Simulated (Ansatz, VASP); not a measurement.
## Cross-check of KCl (Sylvite) between VASP and Ansatz

One calculation is typed for both programs; each brings its own data sets. How far apart do they land? The cell is taken from a series of runs on this material, whose earlier steps may have relaxed, scaled, displaced or heated it; both programs get it as it stands.

Calculated with Ansatz 0.2.0; plane waves, with VASP 6.6.1 beside it; zone-centre phonons at RPBE.

## Step 1: Set-up

The structure is cubic, space group Fm-3m (No. 225). Conventional cell: a = 6.582 Å, b = 6.582 Å, c = 6.582 Å, α = 90.00°, β = 90.00°, γ = 90.00°. Nearest to K lie 6 Cl at 3.29 Å. Cl has 6 K at 3.29 Å nearest. Farther neighbours and most contacts between anions are not listed.

Coordinates:

```
K Cl
1.0
     0.00000    3.29107    3.29107
     3.29107    0.00000    3.29107
     3.29107    3.29107    0.00000
K Cl
1 1
Direct
  0.00000 0.00000 0.00000
  0.50000 0.50000 0.50000
```

## Step 2: VASP: zone-centre phonons, RPBE

Second derivatives magnify differences that forces hide, and they need a tight electronic threshold.

Lines of VASP's logs that name or quote its potential files are left out, and so is its time.

Input file INCAR:

```
SYSTEM = KCl
PREC = Accurate
ENCUT = 500
EDIFF = 1E-08
NELM = 120
ISMEAR = 0
SIGMA = 0.01
LREAL = .FALSE.
ALGO = Normal
GGA = RP
NBANDS = 14
LORBIT = 11
LWAVE = .FALSE.
LCHARG = .FALSE.
ISIF = 2
IBRION = 8
LEPSILON = .TRUE.
LASPH = .TRUE.
GGA_COMPAT = .FALSE.
EFERMI = MIDGAP
```

Input file POSCAR:

```
KCl
1.0
    0.0000000000      3.2910674139      3.2910674139
    3.2910674139      0.0000000000      3.2910674139
    3.2910674139      3.2910674139      0.0000000000
K Cl
1 1
Direct
    0.0000000000      0.0000000000      0.0000000000
    0.5000000000      0.5000000000      0.5000000000
```

Input file KPOINTS:

```
Automatic mesh
0
Gamma
6 6 6
0 0 0
```

Potentials, in the order of the species: K_sv and Cl (PBE family, release 64).

The run is started by

```
$ mpirun -np 1 vasp_std
```

Numbers of over 12 decimals in the logs are rounded to 6 here.

Output:

```text
[banner, memory and clock lines left out]
running    1 mpi-ranks, on    1 nodes
 distrk:  each k-point on    1 cores,    1 groups
 distr:  one band on    1 cores,    1 groups

 POSCAR found type information on POSCAR K Cl
 POSCAR found :  2 types and       2 ions
|                                                                             |
|               ----> ADVICE to this user running VASP <----                  |
|                                                                             |
|     You enforced a specific xc type in the INCAR file but a different       |
|     [... a line on the potential file left out ...]
|     I HOPE YOU KNOW WHAT YOU ARE DOING!                                     |
|                                                                             |

 LDA part: xc-table for (Slater+PW92), standard interpolation
 POSCAR, INCAR and KPOINTS ok, starting setup
 FFT: planning ... GRIDC
 FFT: planning ... GRID_SOFT
 FFT: planning ... GRID
 WAVECAR not read
 entering main loop
       N       E                     dE             d eps       ncg     rms          rms(c)
DAV:   1     0.953893726069E+02    0.95389E+02   -0.66931E+03   448   0.962E+02
DAV:   2    -0.490137626755E+00   -0.95880E+02   -0.89866E+02   586   0.239E+02
DAV:   3    -0.658402569506E+01   -0.60939E+01   -0.60669E+01   610   0.539E+01
DAV:   4    -0.683647554167E+01   -0.25245E+00   -0.25241E+00   706   0.985E+00
DAV:   5    -0.683848424797E+01   -0.20087E-02   -0.20087E-02   604   0.931E-01    0.297E+00
DAV:   6    -0.649612529881E+01    0.34236E+00   -0.55030E-01   562   0.358E+00    0.241E+00
DAV:   7    -0.648622149900E+01    0.99038E-02   -0.16402E-01   592   0.223E+00    0.147E+00
DAV:   8    -0.651188918501E+01   -0.25668E-01   -0.33210E-02   522   0.142E+00    0.225E-01
DAV:   9    -0.651380870760E+01   -0.19195E-02   -0.24763E-03   592   0.335E-01    0.134E-01
DAV:  10    -0.651524450358E+01   -0.14358E-02   -0.20045E-03   460   0.338E-01    0.372E-02
DAV:  11    -0.651526102026E+01   -0.16517E-04   -0.86150E-05   678   0.497E-02    0.159E-02
DAV:  12    -0.651527354132E+01   -0.12521E-04   -0.16749E-05   466   0.320E-02    0.218E-03
DAV:  13    -0.651527490793E+01   -0.13666E-05   -0.19892E-06   538   0.105E-02    0.714E-04
DAV:  14    -0.651527515579E+01   -0.24786E-06   -0.38678E-07   484   0.473E-03    0.346E-04
DAV:  15    -0.651527522571E+01   -0.69926E-07   -0.12381E-08   552   0.880E-04    0.768E-05
DAV:  16    -0.651527524775E+01   -0.22035E-07   -0.21499E-09   392   0.368E-04    0.303E-05
DAV:  17    -0.651527524377E+01    0.39815E-08   -0.33459E-10   284   0.132E-04
   1 F= -.65152752E+01 E0= -.65152752E+01  d E =0.000000E+00
 Linear response reoptimize wavefunctions to high precision
DAV:   1    -0.651527524226E+01    0.15059E-08   -0.10011E-10   368   0.625E-05
DAV:   2    -0.651527524227E+01   -0.63665E-11   -0.44676E-11   278   0.313E-05
 Linear response G [H, r] |phi>, progress :
  Direction:   1
       N       E                     dE             d eps       ncg     rms
RMM:   1    -0.514672417907E+02   -0.51467E+02    0.32651E+02   863   0.988E+01
RMM:   2    -0.531827892297E+02   -0.17155E+01   -0.57561E+00   838   0.197E+01
RMM:   3    -0.534655037676E+02   -0.28271E+00   -0.14116E+00   985   0.566E+00
RMM:   4    -0.535039857371E+02   -0.38482E-01   -0.28111E-01  1033   0.178E+00
RMM:   5    -0.535124366703E+02   -0.84509E-02   -0.60044E-02  1034   0.742E-01
RMM:   6    -0.535139202130E+02   -0.14835E-02   -0.18203E-02  1052   0.336E-01
RMM:   7    -0.535143893236E+02   -0.46911E-03   -0.15534E-04  1088   0.153E-01
RMM:   8    -0.535144765882E+02   -0.87265E-04    0.26575E-03  1047   0.754E-02
RMM:   9    -0.535145246040E+02   -0.48016E-04    0.69841E-04  1026   0.335E-02
RMM:  10    -0.535145311874E+02   -0.65833E-05    0.14732E-03  1031   0.167E-02
RMM:  11    -0.535145334886E+02   -0.23012E-05    0.13128E-03   996   0.923E-03
RMM:  12    -0.535145340044E+02   -0.51584E-06    0.68146E-04   980   0.544E-03
RMM:  13    -0.535145342864E+02   -0.28202E-06    0.35848E-04   923   0.333E-03
RMM:  14    -0.535145342931E+02   -0.66712E-08    0.29109E-04   854   0.225E-03
RMM:  15    -0.535145343485E+02   -0.55445E-07    0.21629E-04   722   0.160E-03
RMM:  16    -0.535145343544E+02   -0.58768E-08    0.14492E-04   649   0.127E-03
RMM:  17    -0.535145343696E+02   -0.15146E-07    0.84121E-05   595   0.109E-03
RMM:  18    -0.535145343695E+02    0.10592E-09    0.11537E-04   566   0.992E-04
RMM:  19    -0.535145343741E+02   -0.46507E-08    0.75450E-05   534   0.937E-04
RMM:  20    -0.535145343425E+02    0.31612E-07    0.85586E-05   528   0.904E-04
RMM:  21    -0.535145343970E+02   -0.54527E-07    0.79185E-05   497   0.879E-04
RMM:  22    -0.535145343898E+02    0.72108E-08    0.81347E-05   486   0.864E-04
 Linear response G [H, r] |phi>, progress :
  Direction:   2
[...]
RMM:   5    -0.243675806084E+00   -0.28829E-04   -0.80442E-05   984   0.282E-02
RMM:   6    -0.243681242255E+00   -0.54362E-05   -0.13497E-05   932   0.117E-02
RMM:   7    -0.243682216803E+00   -0.97455E-06   -0.17446E-05   907   0.515E-03
RMM:   8    -0.243682426719E+00   -0.20992E-06   -0.18104E-05   913   0.238E-03
RMM:   9    -0.243682465836E+00   -0.39117E-07    0.16336E-06   893   0.989E-04
RMM:  10    -0.243682472611E+00   -0.67749E-08   -0.15895E-06   863   0.395E-04
[...]
RMM:   8    -0.267825093674E+00   -0.93204E-03   -0.51606E-05  1620   0.426E-02    0.587E-03
RMM:   9    -0.267976120147E+00   -0.15103E-03   -0.15328E-05  1976   0.144E-02    0.322E-03
RMM:  10    -0.268023314724E+00   -0.47195E-04   -0.20694E-05  1957   0.600E-03    0.115E-03
RMM:  11    -0.268010988376E+00    0.12326E-04    0.45472E-07  1939   0.302E-03    0.784E-04
RMM:  12    -0.268000327387E+00    0.10661E-04   -0.16775E-06  1993   0.122E-03    0.664E-04
RMM:  13    -0.267996932240E+00    0.33951E-05    0.19217E-06  1958   0.512E-04    0.266E-04
RMM:  14    -0.267996404181E+00    0.52806E-06   -0.36202E-08  1928   0.224E-04    0.163E-04
RMM:  15    -0.267997120799E+00   -0.71662E-06    0.24808E-07  1699   0.134E-04    0.283E-05
RMM:  16    -0.267997401720E+00   -0.28092E-06   -0.24265E-08  1329   0.602E-05    0.182E-05
RMM:  17    -0.267997324128E+00    0.77592E-07    0.21557E-08  1026   0.480E-05    0.618E-06
 change of polarisation eV/A/(eV/A) component  2 :     0.029     0.455    -0.015
 dielectric tensor                  component  2 :     0.073     2.155    -0.038
 Linear response to external field, progress :
  Direction:   3
       N       E                     dE             d eps       ncg     rms          rms(c)
RMM:   1    -0.258356311595E+00   -0.25836E+00   -0.58296E-01  1832   0.322E+00
RMM:   2    -0.266525740608E+00   -0.81694E-02   -0.26691E-02  1777   0.705E-01    0.128E+00
RMM:   3    -0.233731681782E+00    0.32794E-01   -0.75402E-02  1562   0.131E+00    0.603E-01
RMM:   4    -0.246079458741E+00   -0.12348E-01   -0.36766E-02  1583   0.932E-01    0.230E-01
RMM:   5    -0.266535494412E+00   -0.20456E-01   -0.25595E-03  1629   0.391E-01    0.562E-02
RMM:   6    -0.266309293969E+00    0.22620E-03   -0.99548E-04  1921   0.118E-01    0.346E-02
RMM:   7    -0.266892951702E+00   -0.58366E-03   -0.11188E-04  1819   0.417E-02    0.266E-02
RMM:   8    -0.267823242560E+00   -0.93029E-03   -0.44479E-05  1617   0.425E-02    0.591E-03
RMM:   9    -0.267973315038E+00   -0.15007E-03   -0.59823E-06  1965   0.146E-02    0.330E-03
RMM:  10    -0.268022705548E+00   -0.49391E-04   -0.30783E-06  1947   0.622E-03    0.123E-03
RMM:  11    -0.268011405270E+00    0.11300E-04    0.48984E-06  1922   0.308E-03    0.734E-04
RMM:  12    -0.268001936032E+00    0.94692E-05    0.45458E-07  1982   0.123E-03    0.693E-04
RMM:  13    -0.267996789358E+00    0.51467E-05    0.21745E-06  1947   0.522E-04    0.264E-04
RMM:  14    -0.267996502966E+00    0.28639E-06    0.24172E-07  1928   0.235E-04    0.128E-04
RMM:  15    -0.267997225505E+00   -0.72254E-06    0.35720E-07  1751   0.130E-04    0.301E-05
RMM:  16    -0.267997379307E+00   -0.15380E-06    0.81404E-08  1285   0.579E-05    0.156E-05
RMM:  17    -0.267997286799E+00    0.92508E-07    0.71172E-09   995   0.472E-05    0.358E-06
 change of polarisation eV/A/(eV/A) component  3 :    -0.002     0.008     0.455
 dielectric tensor                  component  3 :    -0.005     0.021     2.155
 Linear response DOF=           2
 Linear response progress:
  Degree of freedom:   1/  2
       N       E                     dE             d eps       ncg     rms          rms(c)
RMM:   1    -0.312257206567E+00   -0.31226E+00    0.16963E-01  1300   0.374E+00
RMM:   2    -0.315236065631E+00   -0.29789E-02   -0.24518E-02  1468   0.934E-01    0.350E-02
RMM:   3    -0.317431475521E+00   -0.21954E-02   -0.45870E-03  1747   0.318E-01    0.415E-02
RMM:   4    -0.317662407607E+00   -0.23093E-03   -0.25889E-04  1807   0.747E-02    0.395E-02
RMM:   5    -0.317889728682E+00   -0.22732E-03   -0.57242E-05  1625   0.400E-02    0.669E-03
RMM:   6    -0.317922645090E+00   -0.32916E-04   -0.11022E-05  1772   0.174E-02    0.756E-03
RMM:   7    -0.317896657042E+00    0.25988E-04   -0.29768E-06  1781   0.807E-03    0.211E-03
RMM:   8    -0.317913198430E+00   -0.16541E-04   -0.13261E-06  1718   0.421E-03    0.486E-04
RMM:   9    -0.317917038469E+00   -0.38400E-05    0.18311E-06  1905   0.198E-03    0.814E-04
RMM:  10    -0.317915845396E+00    0.11931E-05    0.15104E-07  1729   0.989E-04    0.155E-04
RMM:  11    -0.317915820833E+00    0.24563E-07   -0.63139E-08  2023   0.406E-04    0.888E-05
RMM:  12    -0.317915536974E+00    0.28386E-06   -0.11044E-07  2001   0.178E-04    0.343E-05
RMM:  13    -0.317915513523E+00    0.23451E-07    0.46415E-08  2080   0.837E-05    0.936E-06
RMM:  14    -0.317915516612E+00   -0.30883E-08    0.26163E-09  2052   0.435E-05    0.640E-06
 first order change of Fermi-energy  -0.16354E-03
 force on displaced ion       1 direction 1 :  -0.762   0.000   0.000
 Born effective charge ion    1 direction 1 :   1.142   0.000   0.000
 Linear response progress:
  Degree of freedom:   2/  2
       N       E                     dE             d eps       ncg     rms          rms(c)
RMM:   1    -0.199982520075E+00   -0.19998E+00    0.34654E-03  1750   0.219E+00
RMM:   2    -0.198454448600E+00    0.15281E-02   -0.54282E-03  1432   0.393E-01    0.703E-02
RMM:   3    -0.199124573984E+00   -0.67013E-03   -0.22953E-04  1483   0.831E-02    0.319E-02
RMM:   4    -0.199898267824E+00   -0.77369E-03   -0.10671E-04  1419   0.491E-02    0.146E-02
RMM:   5    -0.199971516742E+00   -0.73249E-04   -0.15340E-05  1644   0.192E-02    0.750E-03
RMM:   6    -0.199982181051E+00   -0.10664E-04   -0.27239E-06  1580   0.952E-03    0.271E-03
RMM:   7    -0.199998281646E+00   -0.16101E-04   -0.95576E-07  1720   0.449E-03    0.497E-04
RMM:   8    -0.199990610674E+00    0.76710E-05    0.41702E-06  1851   0.175E-03    0.229E-04
RMM:   9    -0.199990577493E+00    0.33181E-07   -0.14209E-06  1856   0.743E-04    0.359E-04
RMM:  10    -0.199988807302E+00    0.17702E-05    0.43776E-06  1742   0.432E-04    0.791E-05
RMM:  11    -0.199989011337E+00   -0.20404E-06   -0.43425E-06  1851   0.203E-04    0.552E-05
RMM:  12    -0.199989127033E+00   -0.11570E-06    0.92530E-07  2026   0.906E-05    0.156E-05
RMM:  13    -0.199989093228E+00    0.33805E-07   -0.24040E-08  1871   0.411E-05    0.847E-06
RMM:  14    -0.199989097124E+00   -0.38961E-08   -0.19454E-07  1939   0.232E-05    0.547E-06
RMM:  15    -0.199989115389E+00   -0.18264E-07    0.93654E-08  1781   0.159E-05    0.158E-06
RMM:  16    -0.199989111679E+00    0.37097E-08    0.61020E-08  1733   0.118E-05    0.688E-07
 first order change of Fermi-energy   0.20332E-03
 force on displaced ion       2 direction 1 :  -0.767   0.000   0.000
 Born effective charge ion    2 direction 1 :  -1.142   0.000   0.000
 Born effective charges drift removed
 Linear response finished
```

OUTCAR, selected parts (step 2):

```text
ion  position               nearest neighbor table
   1  0.000  0.000  0.000-
   2  0.500  0.500  0.500-

  LATTYP: Found a face centered cubic cell.
 ALAT       =     6.5821348278

 Subroutine GETGRP returns: Found 48 space group operations
 (whereof 48 operations were pure point group operations)

The static configuration has the point symmetry O_h .

 Found     16 irreducible k-points:

   k-points           NKPTS =     16   k-points in BZ     NKDIM =     16   number of bands    NBANDS=     14

   dimension x,y,z NGX =    36 NGY =   36 NGZ =   36
   dimension x,y,z NGXF=    72 NGYF=   72 NGZF=   72

   ENCUT  =  500.0 eV  36.75 Ry    6.06 a.u.   8.49  8.49  8.49*2*pi/ulx,y,z

   NELECT =      16.0000    total number of electrons

 k-points in reciprocal lattice and weights: Automatic mesh
   0.00000000  0.00000000  0.00000000       0.005
   0.16666667  0.00000000  0.00000000       0.037
   0.33333333  0.00000000  0.00000000       0.037
   0.50000000  0.00000000  0.00000000       0.019
   0.16666667  0.16666667  0.00000000       0.028
   0.33333333  0.16666667  0.00000000       0.111
   0.50000000  0.16666667  0.00000000       0.111
  -0.33333333  0.16666667  0.00000000       0.111
  -0.16666667  0.16666667  0.00000000       0.056
[...]
-0.33333333  0.33333333  0.16666667       0.111
  -0.33333333  0.50000000  0.16666667       0.056

 average (electrostatic) potential at core
       1 -37.2052       2 -94.6688

  Total       -0.0072389     -0.0072389     -0.0072389     -0.0000000      0.0000000     -0.0000000
  in kB       -0.1626838     -0.1626838     -0.1626838     -0.0000000      0.0000000     -0.0000000
  external PRESSURE =      -0.1626838 kB  Pullay stress =       0.0000000 kB

  energy-cutoff  :      500.00
  volume of cell :       71.29
      direct lattice vectors                 reciprocal lattice vectors
     0.000000000  3.291067414  3.291067414    -0.151926393  0.151926393  0.151926393
     3.291067414  0.000000000  3.291067414     0.151926393 -0.151926393  0.151926393
     3.291067414  3.291067414  0.000000000     0.151926393  0.151926393 -0.151926393

 POSITION                                       TOTAL-FORCE (eV/Angst)
 -----------------------------------------------------------------------------------
      0.00000      0.00000      0.00000        -0.000000     -0.000000      0.000000
      3.29107      3.29107      3.29107         0.000000      0.000000     -0.000000
 -----------------------------------------------------------------------------------
    total drift:                                0.000000      0.000000      0.000000

 MACROSCOPIC STATIC DIELECTRIC TENSOR (including local field effects in DFT)
 ------------------------------------------------------
           2.154983    -0.000000     0.000000
          -0.000000     2.154983     0.000000
          -0.000000    -0.000000     2.154983
 ------------------------------------------------------

 PIEZOELECTRIC TENSOR (including local field effects)  for field in x, y, z        (C/m^2)
          XX          YY          ZZ          XY          YZ          ZX
  --------------------------------------------------------------------------------
  x     0.00000     0.00000     0.00000     0.00000     0.00000     0.00000
  y     0.00000     0.00000     0.00000     0.00000     0.00000     0.00000
  z     0.00000     0.00000     0.00000     0.00000     0.00000     0.00000

 BORN EFFECTIVE CHARGES (including local field effects) (in |e|, cummulative output)
 ---------------------------------------------------------------------------------
 ion    1
    1     1.14178    -0.00000     0.00000
    2     0.00000     1.14178     0.00000
    3     0.00000     0.00000     1.14178
 ion    2
    1    -1.14178     0.00000     0.00000
    2    -0.00000    -1.14178     0.00000
    3     0.00000     0.00000    -1.14178

 Eigenvectors and eigenvalues of the dynamical matrix
 ----------------------------------------------------

   1 f  =    3.170314 THz    19.919671 2PiTHz  105.750294 cm-1    13.111360 meV
             X         Y         Z           dx          dy          dz
      0.000000  0.000000  0.000000     0.000000    0.688408    0.000000
      3.291067  3.291067  3.291067     0.000000   -0.725324    0.000000

   2 f  =    3.170314 THz    19.919671 2PiTHz  105.750294 cm-1    13.111360 meV
             X         Y         Z           dx          dy          dz
      0.000000  0.000000  0.000000    -0.688408    0.000000    0.000000
      3.291067  3.291067  3.291067     0.725324    0.000000    0.000000

   3 f  =    3.170314 THz    19.919671 2PiTHz  105.750294 cm-1    13.111360 meV
             X         Y         Z           dx          dy          dz
      0.000000  0.000000  0.000000     0.000000    0.000000   -0.688408
      3.291067  3.291067  3.291067     0.000000    0.000000    0.725324

   4 f/i=    0.005232 THz     0.032872 2PiTHz    0.174510 cm-1     0.021636 meV
             X         Y         Z           dx          dy          dz
      0.000000  0.000000  0.000000     0.725324    0.000000    0.000000
      3.291067  3.291067  3.291067     0.688408    0.000000    0.000000

   5 f/i=    0.005232 THz     0.032872 2PiTHz    0.174510 cm-1     0.021636 meV
             X         Y         Z           dx          dy          dz
      0.000000  0.000000  0.000000     0.000000   -0.725324    0.000000
      3.291067  3.291067  3.291067     0.000000   -0.688408    0.000000

   6 f/i=    0.005232 THz     0.032872 2PiTHz    0.174510 cm-1     0.021636 meV
             X         Y         Z           dx          dy          dz
      0.000000  0.000000  0.000000     0.000000    0.000000    0.725324
      3.291067  3.291067  3.291067     0.000000    0.000000    0.688408

 MACROSCOPIC STATIC DIELECTRIC TENSOR IONIC CONTRIBUTION
 ------------------------------------------------------
           4.328142     0.000000     0.000000
           0.000000     4.328142     0.000000
           0.000000     0.000000     4.328142
 ------------------------------------------------------

 ELASTIC MODULI CONTR FROM IONIC RELAXATION (kBar)
 Direction    XX          YY          ZZ          XY          YZ          ZX
 --------------------------------------------------------------------------------
 XX           0.0000      0.0000      0.0000      0.0000      0.0000      0.0000
 YY           0.0000      0.0000      0.0000      0.0000      0.0000      0.0000
 ZZ           0.0000      0.0000      0.0000      0.0000      0.0000      0.0000
 XY           0.0000      0.0000      0.0000      0.0000      0.0000      0.0000
 YZ           0.0000      0.0000      0.0000      0.0000      0.0000      0.0000
 ZX           0.0000      0.0000      0.0000      0.0000      0.0000      0.0000
 --------------------------------------------------------------------------------

 PIEZOELECTRIC TENSOR IONIC CONTR  for field in x, y, z        (C/m^2)
          XX          YY          ZZ          XY          YZ          ZX
  --------------------------------------------------------------------------------
  x     0.00000     0.00000     0.00000     0.00000     0.00000     0.00000
  y     0.00000     0.00000     0.00000     0.00000     0.00000     0.00000
  z     0.00000     0.00000     0.00000     0.00000     0.00000     0.00000
```

[end of part 1 of 2]

[Lines on the potential files, build, host, timing and source positions are cut from VASP's logs without a mark.]

[Logs are printed without paths, hosts, clocks, repeated set-up lines and the standing remarks that a program may print on its own settings, such as how far it seeks lower states.]

[Hosts, paths, dates, database ids (printed as entryN), source tags and the programs' standing remarks are cut or masked in the printed files.]
